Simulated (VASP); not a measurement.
All values below come from PBE GGA, VASP's PBE PAW potentials (set 64) (plane waves; VASP).

VASP ran on this input.

### INCAR
```
# general
SYSTEM   =  Ga35CN35
PREC     =  Normal
ENCUT    =  400   # plane-wave cut-off (eV)
LREAL    =  Auto
LASPH    =  .TRUE.   # aspherical one-centre terms
ISYM     =  0
NELECT   =  286.0

# electronic loop
EDIFF    =  1E-5
NELM     =  100
NELMIN   =  4
ALGO     =  Fast   # Davidson, then RMM-DIIS
LMAXMIX  =  4

# smearing
ISMEAR   =  0   # Gaussian
SIGMA    =  0.05

# functional
GGA      =  PE

# ions
IBRION   =  2   # conjugate gradients
NSW      =  70   # most ionic steps
ISIF     =  2   # forces and stress, cell fixed
EDIFFG   =  -0.03   # ionic stop

# output
LWAVE    =  .FALSE.
LCHARG   =  .FALSE.
```

**POSCAR**
```
Ga35CN35
1
    4.8683178927    -8.4321738171     0.0000000000
    4.8683178927     8.4321738171     0.0000000000
    0.0000000000     0.0000000000    10.5562839806
Ga N C
35 35 1
Direct
  0.2273410000   0.1142020000   0.2530950000
  0.1111110000   0.2222220000   0.0000000000
  0.2219350000   0.1117750000   0.7514000000
  0.1143040000   0.2292750000   0.4991640000
  0.2222220000   0.4444440000   0.2500000000
  0.1111110000   0.5555560000   0.0000000000
  0.2222220000   0.4444440000   0.7500000000
  0.1111110000   0.5555560000   0.5000000000
  0.2222220000   0.7777780000   0.2500000000
  0.1111110000   0.8888890000   0.0000000000
  0.2222220000   0.7777780000   0.7500000000
  0.1111110000   0.8888890000   0.5000000000
  0.5528000000   0.1046470000   0.2540920000
  0.4444440000   0.2222220000   0.0000000000
  0.5566480000   0.1102890000   0.7515420000
  0.5582510000   0.4415480000   0.2482220000
  0.4444440000   0.5555560000   0.0000000000
  0.5603640000   0.4453840000   0.7527290000
  0.4483370000   0.5539200000   0.5005900000
  0.5555560000   0.7777780000   0.2500000000
  0.4444440000   0.8888890000   0.0000000000
  0.5555560000   0.7777780000   0.7500000000
  0.4444440000   0.8888890000   0.5000000000
  0.8888890000   0.1111110000   0.2500000000
  0.7777780000   0.2222220000   0.0000000000
  0.8888890000   0.1111110000   0.7500000000
  0.7779430000   0.2276260000   0.4954370000
  0.8888890000   0.4444440000   0.2500000000
  0.7777780000   0.5555560000   0.0000000000
  0.8888890000   0.4444440000   0.7500000000
  0.7795070000   0.5622960000   0.4975110000
  0.8888890000   0.7777780000   0.2500000000
  0.7777780000   0.8888890000   0.0000000000
  0.8888890000   0.7777780000   0.7500000000
  0.7777780000   0.8888890000   0.5000000000
  0.2230240000   0.1109330000   0.4369140000
  0.1111110000   0.2222220000   0.1885000000
  0.2222220000   0.1111110000   0.9385000000
  0.1111110000   0.2222220000   0.6885000000
  0.2222220000   0.4444440000   0.4385000000
  0.1111110000   0.5555560000   0.1885000000
  0.2222220000   0.4444440000   0.9385000000
  0.1111110000   0.5555560000   0.6885000000
  0.2222220000   0.7777780000   0.4385000000
  0.1111110000   0.8888890000   0.1885000000
  0.2222220000   0.7777780000   0.9385000000
  0.1111110000   0.8888890000   0.6885000000
  0.5511450000   0.1084890000   0.4361070000
  0.4444440000   0.2222220000   0.1885000000
  0.5555560000   0.1111110000   0.9385000000
  0.4391730000   0.2194900000   0.6856530000
  0.4444440000   0.5555560000   0.1885000000
  0.5555560000   0.4444440000   0.9385000000
  0.4444440000   0.5555560000   0.6885000000
  0.5555560000   0.7777780000   0.4385000000
  0.4444440000   0.8888890000   0.1885000000
  0.5555560000   0.7777780000   0.9385000000
  0.4444440000   0.8888890000   0.6885000000
  0.8888890000   0.1111110000   0.4385000000
  0.7777780000   0.2222220000   0.1885000000
  0.8888890000   0.1111110000   0.9385000000
  0.7777780000   0.2222220000   0.6885000000
  0.8888890000   0.4444440000   0.4385000000
  0.7777780000   0.5555560000   0.1885000000
  0.8888890000   0.4444440000   0.9385000000
  0.7777780000   0.5555560000   0.6885000000
  0.8888890000   0.7777780000   0.4385000000
  0.7777780000   0.8888890000   0.1885000000
  0.8888890000   0.7777780000   0.9385000000
  0.7777780000   0.8888890000   0.6885000000
  0.5521950000   0.4450430000   0.4363450000
```

### KPOINTS
```
Automatic mesh
0
Gamma
1 1 1
0 0 0
```

POTCAR, in this order: Ga N C (PBE.64 set). Program: vasp_gam.

The run wrote:

OSZICAR:
```
...
RMM:   2    -0.415614957426E+03   -0.64850E-02   -0.94375E-02   360   0.643E-01    0.227E-01
RMM:   3    -0.415615627047E+03   -0.66962E-03   -0.16266E-02   383   0.246E-01    0.167E-01
RMM:   4    -0.415615505225E+03    0.12182E-03   -0.26305E-03   379   0.102E-01    0.160E-01
RMM:   5    -0.415615300045E+03    0.20518E-03   -0.12196E-03   362   0.664E-02    0.849E-02
RMM:   6    -0.415615245065E+03    0.54980E-04   -0.31822E-04   369   0.360E-02    0.299E-02
RMM:   7    -0.415615241363E+03    0.37024E-05   -0.14670E-04   353   0.197E-02    0.168E-02
RMM:   8    -0.415615241295E+03    0.67495E-07   -0.18971E-05   226   0.876E-03
  10 F= -.41561524E+03 E0= -.41561524E+03  d E =-.158982E-01
       N       E                     dE             d eps       ncg     rms          rms(c)
DAV:   1    -0.415615332119E+03   -0.90756E-04   -0.80313E-02   416   0.673E-01    0.540E-02
RMM:   2    -0.415615418857E+03   -0.86738E-04   -0.12247E-03   360   0.730E-02    0.259E-02
RMM:   3    -0.415615429474E+03   -0.10617E-04   -0.21835E-04   368   0.283E-02    0.195E-02
RMM:   4    -0.415615428428E+03    0.10459E-05   -0.32171E-05   242   0.115E-02
  11 F= -.41561543E+03 E0= -.41561542E+03  d E =-.160853E-01
       N       E                     dE             d eps       ncg     rms          rms(c)
DAV:   1    -0.415618351085E+03   -0.29216E-02   -0.23748E+00   360   0.369E+00    0.280E-01
RMM:   2    -0.415621328040E+03   -0.29770E-02   -0.38819E-02   360   0.416E-01    0.136E-01
RMM:   3    -0.415621764129E+03   -0.43609E-03   -0.71235E-03   394   0.157E-01    0.117E-01
RMM:   4    -0.415621710794E+03    0.53335E-04   -0.95513E-04   389   0.602E-02    0.103E-01
RMM:   5    -0.415621554570E+03    0.15622E-03   -0.77101E-04   361   0.534E-02    0.302E-02
RMM:   6    -0.415621544751E+03    0.98192E-05   -0.97656E-05   344   0.222E-02
  12 F= -.41562154E+03 E0= -.41562154E+03  d E =-.611632E-02
       N       E                     dE             d eps       ncg     rms          rms(c)
DAV:   1    -0.415621531761E+03    0.22809E-04   -0.48264E-03   424   0.170E-01    0.159E-02
RMM:   2    -0.415621543362E+03   -0.11601E-04   -0.12581E-04   359   0.255E-02    0.963E-03
RMM:   3    -0.415621544171E+03   -0.80955E-06   -0.18268E-05   226   0.917E-03    0.738E-03
RMM:   4    -0.415621543979E+03    0.19215E-06   -0.46479E-06   216   0.443E-03
  13 F= -.41562154E+03 E0= -.41562154E+03  d E =-.611555E-02
       N       E                     dE             d eps       ncg     rms          rms(c)
DAV:   1    -0.415622660741E+03   -0.11166E-02   -0.99171E-01   360   0.237E+00    0.170E-01
RMM:   2    -0.415623836297E+03   -0.11756E-02   -0.15370E-02   360   0.258E-01    0.791E-02
RMM:   3    -0.415624005704E+03   -0.16941E-03   -0.28318E-03   391   0.993E-02    0.731E-02
RMM:   4    -0.415623980923E+03    0.24781E-04   -0.39872E-04   400   0.385E-02    0.610E-02
RMM:   5    -0.415623911663E+03    0.69259E-04   -0.26471E-04   361   0.318E-02    0.181E-02
RMM:   6    -0.415623911608E+03    0.55818E-07   -0.51129E-05   295   0.149E-02
  14 F= -.41562391E+03 E0= -.41562391E+03  d E =-.236763E-02
       N       E                     dE             d eps       ncg     rms          rms(c)
DAV:   1    -0.415623905254E+03    0.64094E-05   -0.14213E-02   424   0.285E-01    0.226E-02
RMM:   2    -0.415623926442E+03   -0.21188E-04   -0.25774E-04   360   0.337E-02    0.115E-02
RMM:   3    -0.415623930306E+03   -0.38639E-05   -0.47004E-05   267   0.132E-02    0.122E-02
RMM:   4    -0.415623929469E+03    0.83725E-06   -0.64660E-06   216   0.524E-03
  15 F= -.41562393E+03 E0= -.41562393E+03  d E =-.238549E-02
       N       E                     dE             d eps       ncg     rms          rms(c)
DAV:   1    -0.415624547552E+03   -0.61725E-03   -0.58542E-01   360   0.179E+00    0.133E-01
RMM:   2    -0.415625268755E+03   -0.72120E-03   -0.92828E-03   360   0.201E-01    0.626E-02
RMM:   3    -0.415625382576E+03   -0.11382E-03   -0.17742E-03   400   0.767E-02    0.542E-02
RMM:   4    -0.415625371916E+03    0.10661E-04   -0.22162E-04   381   0.290E-02    0.492E-02
RMM:   5    -0.415625333708E+03    0.38207E-04   -0.16887E-04   357   0.251E-02    0.155E-02
RMM:   6    -0.415625331124E+03    0.25846E-05   -0.23750E-05   235   0.108E-02
  16 F= -.41562533E+03 E0= -.41562533E+03  d E =-.140165E-02
       N       E                     dE             d eps       ncg     rms          rms(c)
DAV:   1    -0.415625328140E+03    0.55686E-05   -0.25487E-03   424   0.119E-01    0.102E-02
RMM:   2    -0.415625333102E+03   -0.49619E-05   -0.55234E-05   280   0.160E-02    0.582E-03
RMM:   3    -0.415625333583E+03   -0.48134E-06   -0.82646E-06   211   0.600E-03    0.473E-03
RMM:   4    -0.415625333563E+03    0.20060E-07   -0.15153E-06   152   0.260E-03
  17 F= -.41562533E+03 E0= -.41562533E+03  d E =-.140409E-02
       N       E                     dE             d eps       ncg     rms          rms(c)
DAV:   1    -0.415625525200E+03   -0.19162E-03   -0.60960E-01   360   0.179E+00    0.132E-01
RMM:   2    -0.415626267201E+03   -0.74200E-03   -0.92863E-03   360   0.195E-01    0.647E-02
RMM:   3    -0.415626401638E+03   -0.13444E-03   -0.18396E-03   401   0.751E-02    0.622E-02
RMM:   4    -0.415626376441E+03    0.25198E-04   -0.21268E-04   372   0.284E-02    0.456E-02
RMM:   5    -0.415626342523E+03    0.33918E-04   -0.14375E-04   348   0.233E-02    0.186E-02
RMM:   6    -0.415626340370E+03    0.21530E-05   -0.38162E-05   259   0.123E-02
  18 F= -.41562634E+03 E0= -.41562634E+03  d E =-.100681E-02
       N       E                     dE             d eps       ncg     rms          rms(c)
DAV:   1    -0.415626337753E+03    0.47699E-05   -0.33444E-05   312   0.158E-02    0.514E-03
RMM:   2    -0.415626338423E+03   -0.67036E-06   -0.83792E-06   217   0.665E-03    0.351E-03
RMM:   3    -0.415626338474E+03   -0.50673E-07   -0.93068E-07   167   0.240E-03    0.281E-03
RMM:   4    -0.415626338469E+03    0.44274E-08   -0.95612E-08    61   0.134E-03
  19 F= -.41562634E+03 E0= -.41562633E+03  d E =-.100491E-02
       N       E                     dE             d eps       ncg     rms          rms(c)
DAV:   1    -0.415626458032E+03   -0.11956E-03   -0.37600E-01   360   0.140E+00    0.106E-01
RMM:   2    -0.415626913688E+03   -0.45566E-03   -0.58756E-03   360   0.155E-01    0.516E-02
RMM:   3    -0.415626981076E+03   -0.67387E-04   -0.11120E-03   399   0.590E-02    0.451E-02
RMM:   4    -0.415626968824E+03    0.12252E-04   -0.13672E-04   355   0.226E-02    0.385E-02
RMM:   5    -0.415626945587E+03    0.23237E-04   -0.80288E-05   331   0.176E-02    0.155E-02
RMM:   6    -0.415626943647E+03    0.19395E-05   -0.25023E-05   237   0.983E-03
  20 F= -.41562694E+03 E0= -.41562694E+03  d E =-.605178E-03
       N       E                     dE             d eps       ncg     rms          rms(c)
DAV:   1    -0.415626946054E+03   -0.46716E-06   -0.16040E-03   432   0.913E-02    0.776E-03
RMM:   2    -0.415626947639E+03   -0.15847E-05   -0.23230E-05   220   0.972E-03    0.359E-03
RMM:   3    -0.415626947703E+03   -0.64800E-07   -0.31765E-06   182   0.359E-03    0.203E-03
RMM:   4    -0.415626947633E+03    0.70893E-07   -0.50740E-07    88   0.173E-03
  21 F= -.41562695E+03 E0= -.41562694E+03  d E =-.609163E-03
       N       E                     dE             d eps       ncg     rms          rms(c)
DAV:   1    -0.415626986476E+03   -0.38772E-04   -0.15080E-01   360   0.895E-01    0.693E-02
RMM:   2    -0.415627168036E+03   -0.18156E-03   -0.23832E-03   360   0.996E-02    0.332E-02
RMM:   3    -0.415627188660E+03   -0.20624E-04   -0.41109E-04   390   0.374E-02    0.260E-02
RMM:   4    -0.415627186727E+03    0.19337E-05   -0.58973E-05   287   0.150E-02
  22 F= -.41562719E+03 E0= -.41562718E+03  d E =-.239094E-03
```

**OUTCAR**
```
------------------------ aborting loop because EDIFF is reached ----------------------------------------
  FORCE on cell =-STRESS in cart. coord.  units (eV):
  Direction    XX          YY          ZZ          XY          YZ          ZX
  --------------------------------------------------------------------------------------
  Total        6.8271779     11.7605086      4.3041173     -3.9127181      0.6681910      1.1321693
  in kB       12.6209562     21.7408813      7.9567396     -7.2331855      1.2352408      2.0929672
  external PRESSURE =      14.1061924 kB  Pullay stress =       0.0000000 kB
  volume of cell :      866.68
      direct lattice vectors                 reciprocal lattice vectors
     4.868317893 -8.432173817  0.000000000     0.102704879 -0.059296690  0.000000000
     4.868317893  8.432173817  0.000000000     0.102704879  0.059296690  0.000000000
     0.000000000  0.000000000 10.556283981     0.000000000  0.000000000  0.094730305
  FREE ENERGIE OF THE ION-ELECTRON SYSTEM (eV)
  ---------------------------------------------------
  free  energy   TOTEN  =      -415.6271867268 eV

  energy  without entropy=     -415.6271804752  energy(sigma->0) =     -415.62718360

 reached required accuracy - stopping structural energy minimisation
```
(Selected blocks of OUTCAR.)

File CONTCAR:
```
Ga35CN35
   1.00000000000000
     4.8683178927000004   -8.4321738171000007    0.0000000000000000
     4.8683178927000004    8.4321738171000007    0.0000000000000000
     0.0000000000000000    0.0000000000000000   10.5562839805999999
  Ga              N               C
    35    35     1
Direct
     0.2226905329733776    0.1112254216031686    0.2510262365478915
     0.1106971890111508    0.2217642810408996    0.0004122738741559
     0.2270995199117498    0.1150250860556735    0.7471817238265900
     0.1122837011937377    0.2199270875113800    0.4990643623333423
     0.2224118645232665    0.4442257263010995    0.2507810165819728
     0.1112329285341580    0.5557848352091430    0.0009118446061792
     0.2214713454402730    0.4441845715425880    0.7505831787951988
     0.1114713239708855    0.5563766824403797    0.5003133935605828
     0.2225991783062342    0.7783369253986967    0.2505071738661601
     0.1112087231183570    0.8893652387595441    0.9998680521734521
     0.2232324804779397    0.7798171142574386    0.7491150005471279
     0.1168180413516763    0.8957101578134620    0.4991148369881649
     0.5553380787153356    0.1111056065420785    0.2509742580913613
     0.4441739806670399    0.2215000858347972    0.9925215976035604
     0.5546226416025887    0.1150011737845600    0.7471788923000564
     0.5528705934013237    0.4390079917523861    0.2463885386033318
     0.4445174890603628    0.5562389580392262    0.9995413541111717
     0.5548963258140233    0.4430610345970415    0.7494616430412202
     0.4380259747189045    0.5495994927262061    0.5043166268700157
     0.5543065350082127    0.7762814833066498    0.2515046145701221
     0.4449222311330617    0.8893165020297044    0.9997917012080590
     0.5553719029097850    0.7794871434026319    0.7498025609127192
     0.4455353302677248    0.8955355065430981    0.4991247053105864
     0.8893994644923040    0.1117748683873963    0.2525815670360979
     0.7779193090606522    0.2217123020642287    0.0003679871191196
     0.8892129535223917    0.1115729008242086    0.7492014959027961
     0.7743362303664389    0.2198126228779270    0.4990107727262247
     0.8885302650908341    0.4441519965305361    0.2507995251928892
     0.7785440716832730    0.5563060083426973    0.9995092176355364
     0.8893686027797129    0.4441076864352111    0.7506128695330202
     0.7782397872663557    0.5495197017431999    0.5043339074371845
     0.8888342313104700    0.7763835411090110    0.2515384090607292
     0.7780089154608931    0.8890834444384306    0.0009728540590144
     0.8908036571966214    0.7794443920037352    0.7498329373661541
     0.7775015498830035    0.8882811050894379    0.4992191907712054
     0.2057785402501225    0.1041309250498021    0.4313624244319212
     0.1105005875088925    0.2233476803405993    0.1873619231905786
     0.2185428634256270    0.1095104204789136    0.9384972027408315
     0.1106850320476593    0.2230135454099051    0.6883980494449504
     0.2185954009961882    0.4438441182436990    0.4390658562971952
     0.1112909202651203    0.5558492883136841    0.1889425650987712
     0.2213828410670437    0.4444152737939289    0.9386117320884335
     0.1117191781012637    0.5567559454758886    0.6890814287853377
     0.2223849188758706    0.7780976224106650    0.4386534120116030
     0.1102008169655807    0.8868583032241077    0.1871756270859871
     0.2222581891150657    0.7776662243987499    0.9376281013877025
     0.1119484728289992    0.8901498457414276    0.6880250702015106
     0.5650501135329329    0.1039297559867727    0.4312900192410097
     0.4429946261686636    0.2190696110284480    0.1817046834410194
     0.5577475926394493    0.1094828846206802    0.9385097212942149
     0.4460509283693213    0.2254000956691337    0.7075637658340732
     0.4430966513426942    0.5557299302647939    0.1862862704205065
     0.5576174761626742    0.4483911583345584    0.9404728652036285
     0.4431756235077161    0.5574044067129417    0.6923045767282737
     0.5538562638488144    0.7747276671513211    0.4398210822057605
     0.4434688967245735    0.8867680121716486    0.1871076231466768
     0.5563573795151192    0.7787343974098073    0.9382357927034085
     0.4448485486653245    0.8901137374105779    0.6879957207733678
     0.8887312525500241    0.1106825967950573    0.4402018969951141
     0.7797687983185908    0.2232676524898960    0.1873570785053959
     0.8887599613251350    0.1106146613593688    0.9379276935015617
     0.7790755135140333    0.2229255963809675    0.6884100611021453
     0.8918569162335234    0.4437589623159575    0.4390187994999645
     0.7794046402954892    0.5558224635608344    0.1863528370311990
     0.8897263245393521    0.4443777735796099    0.9386377593531553
     0.7809346579639975    0.5573837056998623    0.6922833821766082
     0.8877416542959848    0.7748314635908179    0.4398421632032030
     0.7776391226776099    0.8884501342425719    0.1896169714618215
     0.8892586757958745    0.7787160007113209    0.9382512111124152
     0.7777682249927176    0.8888549171009892    0.6882637386212141
     0.5642514453488205    0.4618135461928068    0.4330755735163853
```

At this cut-off the stress carries a Pulay error, which pulls relaxed volumes low. The cell is charged, with a uniform compensating background. The supercell is sampled at Γ alone, which is coarse: total energies, pressure and levels can be off, energies of defects by several tenths of an eV.

The cell is a supercell with a defect, built from GaN (wurtzite): C_N-vac_Ga, charge -2. The run is not spin-polarised, so no state with unpaired spins was tried.
